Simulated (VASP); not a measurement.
Output of a VASP run:

**OSZICAR**
```
       N       E                     dE             d eps       ncg     rms          rms(c)
DAV:   1     0.277044837478E+02    0.27704E+02   -0.28826E+03    16   0.592E+02
DAV:   2     0.527938529925E+01   -0.22425E+02   -0.22425E+02    32   0.749E+01
DAV:   3     0.499861245829E+01   -0.28077E+00   -0.28077E+00    16   0.125E+01
DAV:   4     0.499617747706E+01   -0.24350E-02   -0.24350E-02    24   0.126E+00
DAV:   5     0.499617576780E+01   -0.17093E-05   -0.17093E-05    16   0.391E-02    0.821E+00
DAV:   6     0.578051010554E+01    0.78433E+00   -0.37654E-01    16   0.350E+00    0.512E+00
DAV:   7     0.617128939251E+01    0.39078E+00   -0.96976E-01    16   0.608E+00    0.496E-01
DAV:   8     0.616068119233E+01   -0.10608E-01   -0.97808E-03    16   0.718E-01    0.120E-01
DAV:   9     0.615864409399E+01   -0.20371E-02   -0.20248E-03    16   0.361E-01    0.102E-01
DAV:  10     0.615846176397E+01   -0.18233E-03   -0.39049E-04    16   0.140E-01    0.255E-02
DAV:  11     0.615845792979E+01   -0.38342E-05   -0.84279E-06    16   0.232E-02    0.483E-03
DAV:  12     0.615845755409E+01   -0.37571E-06   -0.23486E-07     8   0.400E-03
   1 F= 0.61584576E+01 E0= 0.61584576E+01  d E =-.131442E-11
```

File OUTCAR:
```
------------------------ aborting loop because EDIFF is reached ----------------------------------------
  FORCE on cell =-STRESS in cart. coord.  units (eV):
  Direction    XX          YY          ZZ          XY          YZ          ZX
  --------------------------------------------------------------------------------------
  Total       10.7188218     10.7188218     10.7188218      0.0000000      0.0000000     -0.0000000
  in kB      428.8231446    428.8231446    428.8231446      0.0000000      0.0000000     -0.0000000
  external PRESSURE =     428.8231446 kB  Pullay stress =       0.0000000 kB
  volume of cell :       40.05
      direct lattice vectors                 reciprocal lattice vectors
     0.000000000  2.715500000  2.715500000    -0.184128153  0.184128153  0.184128153
     2.715500000  0.000000000  2.715500000     0.184128153 -0.184128153  0.184128153
     2.715500000  2.715500000  0.000000000     0.184128153  0.184128153 -0.184128153
 POSITION                                       TOTAL-FORCE (eV/Angst)
 -----------------------------------------------------------------------------------
      0.00000      0.00000      0.00000        -0.000000      0.000000     -0.000000
      1.35775      1.35775      1.35775         0.000000      0.000000      0.000000
 -----------------------------------------------------------------------------------
    total drift:                                0.000000      0.000000     -0.000000
  FREE ENERGIE OF THE ION-ELECTRON SYSTEM (eV)
  ---------------------------------------------------
  free  energy   TOTEN  =         6.1584575541 eV

  energy  without entropy=        6.1584575541  energy(sigma->0) =        6.15845755
```
(Selected blocks of OUTCAR.)

### POSCAR
```
Si
1
    0.0000000000     2.7155000000     2.7155000000
    2.7155000000     0.0000000000     2.7155000000
    2.7155000000     2.7155000000     0.0000000000
Si
2
Direct
  0.0000000000   0.0000000000   0.0000000000
  0.2500000000   0.2500000000   0.2500000000
```

### Question
Write an INCAR and KPOINTS that could have produced this output.

### Answer
This is not unique; one that fits is the input of the run itself, PBE GGA, plane waves, VASP's PBE PAW potentials (set 64).

File KPOINTS:
```
K-points
0
gamma
 1 1 1
0 0 0
```

**INCAR**
```
ALGO  =  Normal
EDIFF  =  1E-6
ENCUT  =  400
GGA  =  PE
ISIF  =  2
ISMEAR  =  0
LASPH  =  T
LCHARG  =  F
LREAL  =  F
LWAVE  =  F
NELM  =  100
PREC  =  Accurate
SIGMA  =  0.05
SYSTEM  =  Si
```

POTCAR, in this order: Si (PBE.64 set). Program: vasp_std.

The compound is Si in the diamond structure. The cell was not relaxed at this level. The k-mesh is coarse (spacing up to 2.00 per Å, 2π included), so the numbers may not be converged in it.
